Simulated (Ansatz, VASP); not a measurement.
# PPt in VASP and in Ansatz

```
CELL_PARAMETERS angstrom
3.69244 0.00000 0.00000
-1.84622 3.19775 0.00000
0.00000 0.00000 6.26787
ATOMIC_POSITIONS crystal
Pt 0.33333 0.66667 0.37190
Pt 0.66667 0.33333 0.87190
P 0.33333 0.66667 0.00310
P 0.66667 0.33333 0.50310
```

Change from the starting cell: volume scaled by 0.96.

Alike in both runs: task single point; functional PBE; k mesh 8 × 8 × 4; occupations fermi-dirac, width 0.05 eV; no spin polarisation.

|  | VASP | Ansatz |
| --- | --- | --- |
| version | VASP 6.6.1 | Ansatz 0.2.0 |
| potentials or method | VASP PAW PBE potentials, release 64 (Pt, P) | Ansatz PAW |
| plane-wave cutoff (eV) | 520 | 420 |
| valence electrons in the cell | 30 | 46 |

Ansatz gave:

| Item | Value |
| --- | --- |
| gap on the k mesh at the Fermi level (eV) | none |
| pressure (GPa) | 6.2 |
| largest component of the traceless stress (GPa) | 0.47 |
| rms of the force components (eV/Å) | 0.124 |

Problem. What did VASP give for the same quantities?

Solution. gap on the k mesh at the Fermi level (eV): none; pressure (GPa): 6.0; largest component of the traceless stress (GPa): 0.45; rms of the force components (eV/Å): 0.124.

Atom by atom the forces differ by 0.001 eV/Å (rms over components). A gap of «none» marks a metal or a gap that the smearing closes. The two sets of potentials don't hold the same shells in valence.

Spin-orbit coupling is left out, which matters for the levels of Pt.
